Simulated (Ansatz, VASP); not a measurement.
# Cross-check of Se (Selenium) between VASP and Ansatz

Aim: how closely do two programs agree when they are given the same cell, functional and k mesh? The cell is taken from a series of runs on this material, whose earlier steps may have relaxed, scaled, displaced or heated it; both programs get it as it stands.

Main program and level: Ansatz 0.2.0; plane waves, with VASP 6.6.1 beside it; G0W0 gap at PBE.

## (1) The starting structure

The structure is trigonal, space group P3_121 (No. 152). Conventional cell: a = 4.366 Å, b = 4.366 Å, c = 4.904 Å, α = 90.00°, β = 90.00°, γ = 120.00°. Nearest to Se lie 2 Se at 2.40 Å.

## (2) Ansatz: G0W0 gap, PBE

Ansatz runs on its PAW soft_1 files.

Quasiparticle shifts depend on high empty states and on the cores, so they are the hardest test of two PAW sets.

The input, input.yaml:

```yaml
crystal:
  lattice:
    - [4.3662, 0.0, 0.0]
    - [-2.1831, 3.781240118, 0.0]
    - [0.0, 0.0, 4.904064]
  atoms:
    - { symbol: Se, position: [0.2332172548, 0.0, 0.3333333333] }
    - { symbol: Se, position: [0.0, 0.2332172548, 0.6666666667] }
    - { symbol: Se, position: [0.7667827452, 0.7667827452, 0.0] }
kpoints:
  mp_grid: { grid: [6, 6, 4] }
hamiltonian:
  xc: pbe
  pseudopotentials: { kind: paw, azcp: { folder: soft_1 } }
scf:
  occupations: { method: fixed }
gw:
  n_empty_bands: 307
  ecut_chi: 140
  qp_bands: [v2, c2]
  qp_kpoints: band_edges
  screening: { model: contour_deformation }
```

Started as:

```
$ ansatz run input.yaml --threads 3 --pin off --max-ram 92160MiB --backend cuda --events-out ev --progress --plain --runs-dir out --devices 1 --max-vram 13GiB
```

Numbers of over 12 decimals in the logs are rounded to 6 here.

Log:

```text
GPUs: using 1 of 1 available (devices: 1).
Engine: ansatz 0.2.0, x86_64-unknown-linux-gnu
Pseudopotentials: kind: paw
Pseudopotential: Se, paw, valence charge 16, recommended cutoff 420 eV (normal), soft_1/Se.paw.azcp
Functional definition: PBE
  parameter kappa = 0.804
  parameter beta = 0.066725
  exchange = pbe_x(kappa = kappa, mu = beta*pi^2/3)
  correlation = pbe_c(beta = beta)
device memory: the entry about to start is reckoned to put 0.9 GiB on a device that reports 50.0 GiB free (of which the cap on the GPU budget leaves the run 13.0 GiB)
GPU FFT provider: cuFFT
GPU libraries: cuBLAS 13.8.2, cuFFT 12.4.0, cuSOLVER 12.3.4
Crystal: 3 atoms, lattice volume = 80.964 Å³
Basis set: ecut = 420 eV, 1583 PW (Γ)
Bands: 29, of which v1, the nominal top of the filled ones, is band 24 counted from 1 (23 counted from 0)
Symmetry: 6 space group operations
Space group: P3121 (ITA 152), of the structure as read, at distance tolerance 4.3e-5 Å
k-points: 24 of 144 (time reversal used)
Non-local potential: Se, projectors of the file, l = 0: 2, l = 1: 2, l = 2: 3, l = 3: 1
PAW form: soft (Blöchl's): semilocal exchange-correlation on the pseudo side does not see the compensation charge
PAW one-centre angular grid: Se, 590 points (default); XC on 64 Gauss nodes
Initial density: superposition of atomic densities (chi_scale 0.1, normalization cell)
Initial wavefunctions: pseudopotential atomic-orbital guess
GPU buffer pool allocated for 32400 grid points (all kernels)
GPU transforms: local potential and band sums: pruned to the plane-wave sphere, on 30×30×36
Functional: x = pbe(κ = 0.804, μ = 0.219515), c = pbe(β = 0.066725)
SCF iter   1: F=—  HF=-16407.300842 eV  |F-HF|=—  |Δ(HF+E_count)|=         —  Δρ=2.77e-2  dr2=3.81e-1  ethr=3.10e-3  ⟨swp⟩=4.8  Hψ=2542  notcnv=0  defer=49
preconditioner: auto → Resta (q_TF=auto, 2.501 Å⁻¹)  ε∞=3.9  [insulator: Δε(μ)=1.026 eV  Ē_g=10.357 eV  n_scr=20 (ndim 8)  ℏωp=17.5 eV  f_vac=0.054  ε∞_Penn≈3.9]
SCF iter   2: F=—  HF=-16407.245088 eV  |F-HF|=—  |Δ(HF+E_count)|=   5.58e-2  Δρ=1.54e-2  dr2=1.22e-1  ethr=7.93e-4  ⟨swp⟩=2.0  Hψ=939  notcnv=0  defer=66
SCF iter   3: F=—  HF=-16407.228877 eV  |F-HF|=—  |Δ(HF+E_count)|=   1.62e-2  Δρ=1.52e-3  dr2=1.55e-3  ethr=2.53e-4  ⟨swp⟩=2.2  Hψ=883  notcnv=0  defer=69
SCF iter   4: F=—  HF=-16407.229833 eV  |F-HF|=—  |Δ(HF+E_count)|=   9.56e-4  Δρ=5.56e-4  dr2=1.89e-4  ethr=3.23e-6  ⟨swp⟩=2.0  Hψ=1297  notcnv=0  defer=71
SCF iter   5: F=—  HF=-16407.229894 eV  |F-HF|=—  |Δ(HF+E_count)|=   6.11e-5  Δρ=1.89e-4  dr2=3.49e-5  ethr=3.95e-7  ⟨swp⟩=2.0  Hψ=1297  notcnv=0  defer=71
SCF iter   6: F=—  HF=-16407.229959 eV  |F-HF|=—  |Δ(HF+E_count)|=   6.49e-5  Δρ=5.24e-5  dr2=2.46e-6  ethr=7.27e-8  ⟨swp⟩=2.0  Hψ=888  notcnv=0  defer=46
SCF iter   7: F=-16407.229965 eV  HF=-16407.229965 eV  |F-HF|=1.06e-7  |Δ(HF+E_count)|=   5.60e-6  Δρ=1.03e-5  dr2=6.16e-8  ethr=2.08e-10  ⟨swp⟩=6.7  Hψ=3062  notcnv=0
SCF 1 converged in 7 iterations: F = -16407.229965 eV  dr2 = 6.16e-8
  greatest PAW one-centre occupation: 1.000 electrons in one spin orbital (limit 2), on the Se atom at site 2 (counted from 0), in its partial waves of l = 2
device memory: the entry about to start is reckoned to put 1.0 GiB (of the 1.1 GiB reckoned in all, the device holds 0.1 GiB already) on a device that reports 49.6 GiB free (of which the cap on the GPU budget leaves the run 12.9 GiB)
NSCF: frozen V_eff on 24 k-points, pencils in batches of 32, up to order 116
the band table was solved once the SCF had ended and its energy, with any forces and stress, was formed, with the checks that follow a solve (3265 applications of the Hamiltonian). They found nothing against the state; the energy, forces and stress were not computed again (output.eigenvalues in the input reference)
device memory: the entry about to start is reckoned to put 5.2 GiB on a device that reports 49.4 GiB free (of which the cap on the GPU budget leaves the run 13.0 GiB)
NSCF: frozen V_eff on 24 k-points
G₀W₀ screening: q 1/24
[... further progress lines ...]
SCF converged after 7 iterations
Free energy (F): -16407.229965 eV
Harris-Foulkes:  -16407.229965 eV  (|F-HF|=1.06e-7)
Internal energy: -16407.229965 eV  (E = F + TS)
E sigma→0 (E₀):  -16407.229965 eV
Fermi energy:    6.699816 eV
--- Per-component energies (eV) ---
  E_band       = -1237.746001
  E_kinetic    = 328.361144
  E_local      = -8329.757810  (includes V_loc(G=0)·N_el)
  E_nonlocal   = -1060.540683
  E_hartree    = 4329.754718
  E_xc         = -253.571255
  E_vxc        = -268.736006  (∫ρ·V_xc dr)
  E_paw        = -6391.158905  (= ΣΔE_a)
  E_vpaw       = -566.581702  (= ΣTr[D̂ρ^β])
  E_aug_tail   = -0.001108  (compensation charges beyond the density's cutoff)
  E_ewald      = -5030.316066
  E_smearing   = -0.000000  (= −TS)
  E_closure    = 0.000000  (closes the sum)
  Σ components = -16407.229965   (vs F -16407.229965, Δ=0.00e0)
--- Band table (eV; the first three rows and the last of 24) ---
  k-point 0: bands = [... 20 lower, 2.8878, 4.6307, 4.6307, 6.1797, 8.4341, 8.4341, 8.5525, 12.9756, ... 1 higher]
  k-point 1: bands = [... 20 lower, 3.2015, 4.6440, 5.1472, 5.7790, 7.9435, 8.0769, 8.1127, 13.3681, ... 1 higher]
  k-point 2: bands = [... 20 lower, 3.2637, 5.0455, 5.0455, 5.5689, 7.6343, 7.6343, 7.9002, 13.0659, ... 1 higher]
  k-point 23: bands = [... 20 lower, 1.6394, 5.8175, 6.4207, 6.4207, 7.7739, 9.1647, 9.1647, 13.4158, ... 1 higher]
--- G₀W₀: contour deformation, 7 samples at zero and on the imaginary axis and 1 off it, 144 q-points, 307 empty bands' worth ---
  eigenvalues of the whole cell's RPA ε∞ on this k-mesh (on a slab, of 1 + 4πα/V) = 10.2081, 10.2081, 14.2450; static W/v taken at q = 0 is 0.084641
  gw.qp_kpoints: band_edges: 13 of 24 stored k-points solved, in 1 pass; an edge of the gap read off the rows below is read off those points alone
    valence top: of the k-points left out ik 18 came nearest to being solved in a further pass, in band 24 (counted from 1, as in the quasiparticle table): it holds the edge there only if its correction is more favourable than any solved in that band by at least 0.566 eV; those differ by 0.086 eV
    conduction bottom: of the k-points left out ik 15 came nearest to being solved in a further pass, in band 25 (counted from 1, as in the quasiparticle table): it holds the edge there only if its correction is more favourable than any solved in that band by at least 0.661 eV; those differ by 0.113 eV
    ik  band        ε_KS         Σx   Σc(E_QP)       V_xc       Z   E_QP_lin       E_QP  E_QP is
     0    23      4.6307   -17.0352     2.6340   -13.8468  0.6800     4.0584     4.0763  root
     0    24      6.1797   -17.4912     2.0007   -14.9037  0.7198     5.5831     5.5929  root
     0    25      8.4341   -10.9019    -4.0719   -15.1424  0.7243     8.6035     8.6028  root
     0    26      8.4341   -10.9019    -4.0719   -15.1424  0.7243     8.6035     8.6028  root
     1    23      5.1472   -17.2718     2.4102   -14.2819  0.7002     4.5534     4.5676  root
     1    24      5.7790   -17.3243     2.1125   -14.6329  0.7130     5.1886     5.2000  root
     1    25      7.9435   -10.1175    -3.7555   -13.9740  0.7428     8.0446     8.0443  root
     1    26      8.0769    -9.8254    -3.8359   -13.7655  0.7404     8.1813     8.1811  root
     2    23      5.0455   -16.8597     2.3415   -13.9672  0.6942     4.4800     4.4944  root
     2    24      5.5689   -17.5125     2.2421   -14.6869  0.7105     4.9740     4.9853  root
     2    25      7.6343    -9.7854    -3.5892   -13.4345  0.7490     7.6944     7.6943  root
     2    26      7.6343    -9.7854    -3.5892   -13.4345  0.7490     7.6944     7.6943  root
     3    23      5.0696   -17.4094     2.1222   -14.7307  0.7051     4.5001     4.5130  root
     3    24      6.0152   -17.3978     1.9806   -14.8385  0.7182     5.4264     5.4365  root
     3    25      8.2995   -10.4904    -3.8915   -14.5125  0.7340     8.4305     8.4301  root
     3    26      8.4239   -10.7525    -3.9599   -14.8566  0.7287     8.5686     8.5680  root
     4    23      5.2732   -17.2787     2.1299   -14.5908  0.7059     4.7035     4.7153  root
     4    24      5.7613   -17.0132     1.8297   -14.6296  0.7179     5.1975     5.2074  root
     4    25      8.0667   -10.1695    -3.7033   -13.9597  0.7417     8.1538     8.1536  root
     4    26      8.1309   -10.6647    -3.7015   -14.4610  0.7345     8.2258     8.2257  root
     5    23      5.1960   -16.9052     2.0303   -14.3459  0.7026     4.6557     4.6669  root
     5    24      5.4898   -17.1973     2.1205   -14.5112  0.7103     4.9128     4.9240  root
     5    25      7.9507   -10.0801    -3.6479   -13.7947  0.7440     8.0175     8.0173  root
     5    26      8.1940   -10.8526    -3.7436   -14.6990  0.7315     8.2970     8.2968  root
[...]
19    23      5.5751   -17.0797     1.8656   -14.6557  0.7176     5.0068     5.0169  root
    19    24      6.4049   -17.1879     1.1745   -15.5131  0.7331     5.8992     5.9047  root
    19    25      8.2438   -11.7138    -3.6520   -15.4799  0.7311     8.3583     8.3580  root
    19    26      9.0936   -11.0156    -4.0391   -15.1727  0.7134     9.2120     9.2115  root
    23    23      6.4207   -17.4118     1.3077   -15.5724  0.7320     5.8826     5.8890  root
    23    24      6.4207   -17.4118     1.3077   -15.5724  0.7320     5.8826     5.8890  root
    23    25      7.7739   -11.3654    -3.6159   -15.1292  0.7409     7.9222     7.9218  root
    23    26      9.1647   -10.8596    -4.1613   -15.1818  0.7106     9.3266     9.3256  root
```

In the SCF lines HF is the Harris–Foulkes energy and dr2 the Hartree energy of the density residual, in eV; the loop may stop once dr2 is under the threshold and the program's other checks hold. Hψ counts applications of the Hamiltonian.

[end of part 1 of 2]

[Lines on the potential files, build, host, timing and source positions are cut from VASP's logs without a mark.]

[Logs are printed without paths, hosts, clocks, repeated set-up lines and the standing remarks that a program may print on its own settings, such as how far it seeks lower states.]

[Hosts, paths, dates, database ids (printed as entryN), source tags and the programs' standing remarks are cut or masked in the printed files.]
